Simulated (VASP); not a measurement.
# Driving VASP from ASE on Ruthenium, part 3 of 3

Do ASE scripts that read Ruthenium from different structure formats give one answer, and do several routes find one equilibrium volume? All runs use LDA. Left out of this account: 1 further run (fields: a reference on another mesh). The start is a cell from a database of measured crystal structures.

VASP 6.6.1; LDA; plane waves and PAW (Ru_pv).

So far. Step 4 (Relaxing cell and atoms (LDA, through ASE)): It ends with forces that vanish by symmetry and a pressure of 0.00 GPa. Step 5 (Equation of state by an ASE loop (LDA)): The fitted volume lies +0.20 % from the relaxed one.

## 6. Relaxation driven by ASE (LDA)

Here ASE drives the relaxation and calls VASP for forces and stress at each step.

run.py

```python
import numpy as np
from ase.calculators.vasp import Vasp
from ase import Atoms
from ase.optimize import BFGS
from ase.filters import FrechetCellFilter

atoms = Atoms(['Ru', 'Ru'],
              cell=[[2.7058, 0.0, 0.0], [-1.3529, 2.34329154, 0.0], [0.0, 0.0, 4.2819]],
              scaled_positions=[[0.33333333, 0.66666667, 0.25], [0.66666667, 0.33333333, 0.75]],
              pbc=True)

calc = Vasp(
    xc='lda',
    pp='LDA',
    prec='Accurate',
    encut=400,
    ediff=1e-06,
    nelm=100,
    ismear=-1,
    sigma=0.05,
    lreal=False,
    algo='Normal',
    nbands=20,
    lasph=True,
    lorbit=11,
    lwave=False,
    lcharg=False,
    kpar=2,
    isif=2,
    pp_version='64',
    setups={'Ru': '_pv'},
    kpts=(16, 16, 9),
    gamma=True,
    txt='vasp.out',
)
atoms.calc = calc

BFGS(FrechetCellFilter(atoms)).run(fmax=0.02, steps=30)
print("cell (A, degrees):", np.round(atoms.cell.cellpar(), 4))
print("volume (A^3):", round(atoms.get_volume(), 4))
print("energy (eV):", round(atoms.get_potential_energy(), 6))
print("Fermi level (eV):", round(calc.get_fermi_level(), 4))
print("forces (eV/A):")
print(np.round(atoms.get_forces(), 4))
print("stress (GPa, Voigt, tension positive):", np.round(atoms.get_stress() * 160.21766, 3))
```

PAW data sets: Ru_pv (LDA family, release 64).

Command:

```
$ export ASE_VASP_COMMAND="mpirun -np 2 vasp_std"
$ python run.py
```

Log:

```text
Step     Time          Energy          fmax
BFGS:    0 --:--:--      -21.364488        1.208308
BFGS:    1 --:--:--      -21.394256        0.500919
BFGS:    2 --:--:--      -21.397715        0.037381
BFGS:    3 --:--:--      -21.397826        0.017598
cell (A, degrees): [  2.6762   2.6762   4.2205  90.      90.     120.    ]
volume (A^3): 26.1769
energy (eV): -21.392524
Fermi level (eV): 13.4027
forces (eV/A):
[[ 0. -0.  0.]
 [-0.  0.  0.]]
stress (GPa, Voigt, tension positive): [-0.135 -0.135  0.215 -0.    -0.    -0.   ]
```

Run time: 73 s. Hardware: 2 MPI ranks of AMD EPYC 7R43, shared host; peak memory 0.24 GiB.

The INCAR that ASE wrote:

```
ENCUT = 400.000000
SIGMA = 0.050000
EDIFF = 1.00e-06
ALGO = Normal
PREC = Accurate
ISIF = 2
ISMEAR = -1
KPAR = 2
LORBIT = 11
NBANDS = 20
NELM = 100
LASPH = .TRUE.
LCHARG = .FALSE.
LWAVE = .FALSE.
LREAL = .FALSE.
```

The KPOINTS that ASE wrote:

```
KPOINTS created by Atomic Simulation Environment
0
Gamma
16 16 9
0 0 0
```

vasp.out (the last of its runs):

```text
[... set-up lines as in an earlier step ...]
 entering main loop
       N       E                     dE             d eps       ncg     rms          rms(c)
DAV:   1     0.244061236707E+03    0.24406E+03   -0.15347E+04  6040   0.130E+03
DAV:   2    -0.177085969432E+02   -0.26177E+03   -0.25418E+03  6176   0.414E+02
DAV:   3    -0.228086592314E+02   -0.51001E+01   -0.50638E+01  6868   0.648E+01
DAV:   4    -0.228511819636E+02   -0.42523E-01   -0.42477E-01  7640   0.565E+00
DAV:   5    -0.228518352105E+02   -0.65325E-03   -0.65096E-03  6832   0.567E-01    0.201E+01
DAV:   6    -0.215004745677E+02    0.13514E+01   -0.31082E+00  6916   0.175E+01    0.560E+00
DAV:   7    -0.214090718891E+02    0.91403E-01   -0.56258E-01  6836   0.539E+00    0.111E+00
DAV:   8    -0.213993010346E+02    0.97709E-02   -0.24447E-02  6684   0.133E+00    0.466E-01
DAV:   9    -0.213978171181E+02    0.14839E-02   -0.21676E-03  6816   0.529E-01    0.422E-02
DAV:  10    -0.213978261432E+02   -0.90251E-05   -0.17047E-04  6792   0.130E-01    0.260E-02
DAV:  11    -0.213978257699E+02    0.37327E-06   -0.15688E-05  6804   0.385E-02    0.270E-03
DAV:  12    -0.213978256400E+02    0.12991E-06   -0.75735E-07  4108   0.799E-03
   1 F= -.21397826E+02 E0= -.21392524E+02  d E =-.106025E-01
```

Parts of OUTCAR (step 6):

```text
   ENCUT  =  400.0 eV  29.40 Ry    5.42 a.u.   4.36  4.36  6.88*2*pi/ulx,y,z

   NELECT =      28.0000    total number of electrons

 E-fermi :  13.4027

 k-point     1 :       0.0000    0.0000    0.0000
  band No.  band energies     occupation
    ...
     11      10.8375      2.00000
     12      11.3473      2.00000
     13      11.3473      2.00000
     14      11.8803      2.00000
     15      11.8803      2.00000
     16      14.6422      0.00000
     17      14.6422      0.00000
     18      14.7631      0.00000
     19      23.3192      0.00000
     20      23.3271      0.00000

  Total        0.0220562      0.0220562     -0.0351963      0.0000000     -0.0000000      0.0000000
  in kB        1.3499671      1.3499671     -2.1542163      0.0000000     -0.0000000      0.0000000
  external PRESSURE =       0.1819060 kB  Pullay stress =       0.0000000 kB

 POSITION                                       TOTAL-FORCE (eV/Angst)
 -----------------------------------------------------------------------------------
     -0.00000      1.54508      1.05513         0.000000     -0.000000      0.000000
      1.33808      0.77254      3.16538        -0.000000      0.000000      0.000000
 -----------------------------------------------------------------------------------
    total drift:                               -0.000004      0.000002     -0.000000

  FREE ENERGIE OF THE ION-ELECTRON SYSTEM (eV)
  ---------------------------------------------------
  free  energy   TOTEN  =       -21.3978256400 eV

  energy  without entropy=      -21.3872231804  energy(sigma->0) =      -21.39252441

[... 4 parts as in an earlier step ...]

[... 12 further parts left out ...]
```

This step gave:

| Property | Result |
| --- | --- |
| optimizer steps | 3 |
| volume after bfgs | 13.09 Å³/atom |

## 7. Side by side

```
                                                run  atoms     mesh  energy (eV/atom)  pressure (GPa)
               ASE, structure typed into the script      2  16×16×9         -10.67938         -12.425
ASE, structure read from a CIF with its space group      2    9×9×5         -10.69064         -12.590
```

## 8. A single point (LDA, through ASE), changed input

This run is made with a changed input; what comes of it follows.

run.py: that of step 6 with these lines changed.

```diff
@@ -3,4 +3,3 @@
 from ase import Atoms
-from ase.optimize import BFGS
-from ase.filters import FrechetCellFilter
+from ase.dft.bandgap import bandgap
 
@@ -17,3 +16,3 @@
     ediff=1e-06,
-    nelm=100,
+    nelm=82,
     ismear=-1,
@@ -29,2 +28,3 @@
     isif=2,
+    icharg=11,
     pp_version='64',
@@ -37,5 +37,2 @@
 
-BFGS(FrechetCellFilter(atoms)).run(fmax=0.02, steps=30)
-print("cell (A, degrees):", np.round(atoms.cell.cellpar(), 4))
-print("volume (A^3):", round(atoms.get_volume(), 4))
 print("energy (eV):", round(atoms.get_potential_energy(), 6))
@@ -45 +42,3 @@
 print("stress (GPa, Voigt, tension positive):", np.round(atoms.get_stress() * 160.21766, 3))
+gap, p1, p2 = bandgap(calc, direct=False)
+print("gap on the mesh (eV):", round(gap, 4))
```

Log:

```text
1
```

Run time: 4 s. Hardware: 2 MPI ranks.

The INCAR that ASE wrote:

```
ENCUT = 400.000000
SIGMA = 0.050000
EDIFF = 1.00e-06
ALGO = Normal
PREC = Accurate
ICHARG = 11
ISIF = 2
ISMEAR = -1
KPAR = 2
LORBIT = 11
NBANDS = 20
NELM = 82
LASPH = .TRUE.
LCHARG = .FALSE.
LWAVE = .FALSE.
LREAL = .FALSE.
```

The KPOINTS that ASE wrote:

```
KPOINTS created by Atomic Simulation Environment
0
Gamma
16 16 9
0 0 0
```

VASP's own log, vasp.out:

```text
[banner, memory and clock lines left out]
running    2 mpi-ranks, on    1 nodes
[...]
LDA part: xc-table for (Slater(with rela. corr.)+CA(PZ))
 , standard interpolation
 POSCAR, INCAR and KPOINTS ok, starting setup
[...]
WARNING: CHGCAR is incomplete
|                                                                             |
|     EEEEEEE  RRRRRR   RRRRRR   OOOOOOO  RRRRRR      ###     ###     ###     |
|     E        R     R  R     R  O     O  R     R     ###     ###     ###     |
|     E        R     R  R     R  O     O  R     R     ###     ###     ###     |
|     EEEEE    RRRRRR   RRRRRR   O     O  RRRRRR       #       #       #      |
|     E        R   R    R   R    O     O  R   R                               |
|     E        R    R   R    R   O     O  R    R      ###     ###     ###     |
|     EEEEEEE  R     R  R     R  OOOOOOO  R     R     ###     ###     ###     |
|                                                                             |
|     ERROR: charge density could not be read from file CHGCAR for            |
|     ICHARG>10                                                               |
|                                                                             |
|       ---->  I REFUSE TO CONTINUE WITH THIS SICK JOB ... BYE!!! <----       |
|                                                                             |
```

VASP stopped before it finished a first electronic cycle.

VASP's message: “ERROR: charge density could not be read from file CHGCAR for ICHARG>10”. No number of this run is used.

Settings moved from the usual: NELM = 82 and ICHARG = 11.

## 9. Summary of results

* energy, ASE, structure typed into the script: -10.67938 eV/atom
* energy, ASE, structure read from a CIF with its space group: -10.69064 eV/atom
* volume from VASP's own relaxation: 13.10 Å³/atom
* volume from the fit of the ASE volume loop: 13.12 Å³/atom
* volume from BFGS in ASE: 13.09 Å³/atom

**Reading.** With the structure read from a CIF with its space group, ASE's run differs from the first script by -11.3 meV an atom, which comes from its other mesh. The routes to the equilibrium volume agree within 0.26 %. VASP's relaxation keeps the plane waves of its start, while ASE starts VASP afresh at each cell, and a loop at fixed shape can't relax anything but the volume.

[Lines on the potential files, build, host, timing and source positions are cut from VASP's logs without a mark.]

[Logs are printed without paths, hosts, clocks, repeated set-up lines and the standing remarks that a program may print on its own settings, such as how far it seeks lower states.]

[Hosts, paths, dates, database ids (printed as entryN), source tags and the programs' standing remarks are cut or masked in the printed files.]

[A measured line is paired with the nearest computed mode of its activity, which favours agreement.]
